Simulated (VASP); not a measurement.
Input for VASP

**POSCAR**
```
WSe2
1
    3.2708668363    -0.0000000000    -0.0000000000
   -1.6354334181     2.8326534509     0.0000000000
   -0.0000000000     0.0000000000    13.0211420954
W Se
2 4
Direct
  0.6666670000   0.3333330000   0.7500000000
  0.3333330000   0.6666670000   0.2500000000
  0.6666670000   0.3333330000   0.3789196041
  0.3333330000   0.6666670000   0.8789196041
  0.3333330000   0.6666670000   0.6210803959
  0.6666670000   0.3333330000   0.1210803959
```

**KPOINTS**
```
Automatic
0
Gamma
7 7 2
```

### INCAR
```
# general
SYSTEM   =  WSe2
PREC     =  Accurate
ENCUT    =  480
LREAL    =  .False.
LASPH    =  .True.

# electronic loop
EDIFF    =  1E-6
NELM     =  100
ALGO     =  Normal
LMAXMIX  =  6

# smearing
ISMEAR   =  0
SIGMA    =  0.05

# functional
GGA      =  PS

# ions
IBRION   =  2
NSW      =  60
ISIF     =  3
EDIFFG   =  -0.02

# output
LWAVE    =  .False.
LCHARG   =  .False.
```

POTCAR, in this order: W_sv Se (PBE.64 set). Program: vasp_std.

Task: Write an equivalent input for Ansatz.

Result: One equivalent input (not run):
Ansatz 0.2 input:
```yaml
crystal:
  lattice:
    - [3.2708668, 0.0000000, 0.0000000]
    - [-1.6354334, 2.8326535, 0.0000000]
    - [0.0000000, 0.0000000, 13.0211421]
  atoms:
    - { symbol: W, position: [0.6666670, 0.3333330, 0.7500000] }
    - { symbol: W, position: [0.3333330, 0.6666670, 0.2500000] }
    - { symbol: Se, position: [0.6666670, 0.3333330, 0.3789196] }
    - { symbol: Se, position: [0.3333330, 0.6666670, 0.8789196] }
    - { symbol: Se, position: [0.3333330, 0.6666670, 0.6210804] }
    - { symbol: Se, position: [0.6666670, 0.3333330, 0.1210804] }
kpoints:
  mp_grid: { grid: [7, 7, 2] }
hamiltonian:
  xc: pbesol
  pseudopotentials: { kind: paw }
scf:
  occupations: { method: gaussian, width: 0.05 }
  max_iter: 100
relax:
  max_steps: 60
  f_tol: 0.02
  cell: {}
output: { forces: true, stress: true, eigenvalues: true }
```
The two are equivalent in intent, not identical: each code has its own PAW files, so the cut-off isn't converted (ENCUT is set for VASP's; basis.ecutwfc is left out, and Ansatz then takes the one that its files recommend); Ansatz stops its SCF on the density residual and VASP on the energy change (EDIFF).

The compound is WSe2 in the 2H layered structure. This run relaxes it. Symmetry was kept, so distortions that lower it aren't found. The start is the result of an earlier pass.
